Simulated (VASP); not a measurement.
ReBrO, 6 atoms in the cell. The structure is tetragonal, space group P4/nmm (No. 129). Conventional cell: a = 3.736 Å, b = 3.736 Å, c = 7.171 Å, α = 90.00°, β = 90.00°, γ = 90.00°. Re (site symmetry 4mm) has 4 O at 2.27 Å as nearest neighbours. Br (site symmetry 4mm) is surrounded by 5 Re at 3.02 to 3.15 Å and 4 Br at 3.14 Å and 4 O at 3.31 Å. Around O (site symmetry -4m2) lie 4 Re at 2.27 Å. The cell was built by a generator and needn't be a form met in nature.

```yaml
Program: VASP 6.6.1
Task: single point
Functional: r2SCAN
Potentials_or_basis: VASP PAW PBE potentials, release 64 (Re, Br, O)
Cutoff: 520 eV
k_mesh: 7 × 7 × 4
Occupations: tetrahedron
Spin: no spin polarisation
Dipole_correction: no
Further_INCAR_settings: ALGO = Normal; EDIFF = 1e-07
```

Potentials or basis: VASP PAW PBE potentials, release 64 (Re, Br, O).

The run is started by

```console
$ cat potpaw_PBE.64/Re/POTCAR potpaw_PBE.64/Br/POTCAR potpaw_PBE.64/O/POTCAR > POTCAR
$ cp INCAR.step1 INCAR
$ mpirun -np 1 vasp_std > vasp.out
$ cp INCAR.step2 INCAR
$ mpirun -np 1 vasp_std > vasp.out
```

Hardware: 1 thread of AMD EPYC 7R13 Processor (Zen 3), on a shared host.

Task: Estimate the wall time of this run.

Result: It took 5.6 min on 1 thread of AMD EPYC 7R13 Processor (Zen 3), with other jobs on the host, peak memory 0.22 GiB. Counts: scf iterations 15, k points 30.
